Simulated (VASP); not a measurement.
Here is the system:

```
CELL_PARAMETERS angstrom
      4.36826     0.00000     0.00000
      0.00000     4.36826     0.00000
      0.00000     0.00000    27.49658
ATOMIC_POSITIONS crystal
  Pb 0.00000 0.50000 0.33468
  Pb 0.50000 0.00000 0.43758
  Pb 0.00000 0.50000 0.56242
  Pb 0.50000 0.00000 0.66532
  Se 0.00000 0.50000 0.43852
  Se 0.50000 0.00000 0.33302
  Se 0.00000 0.50000 0.66698
  Se 0.50000 0.00000 0.56148
```

Computed with r2SCAN meta-GGA, VASP's PBE PAW potentials (set 64) (plane waves; VASP 6.6.1). Run with PREC = Normal, 400 eV cut-off, 5×5×1 Γ-centred mesh, Gaussian smearing of 0.050 eV, potentials Pb_d Se.

Q: Estimate the energy per atom (σ→0).

A: 
- energy per atom (σ→0): -35.908 eV/atom

Total energies compare only between runs with the same potentials, cut-off and functional.

The cell is a thin slab with vacuum, built from PbSe (rock salt): (100) face.
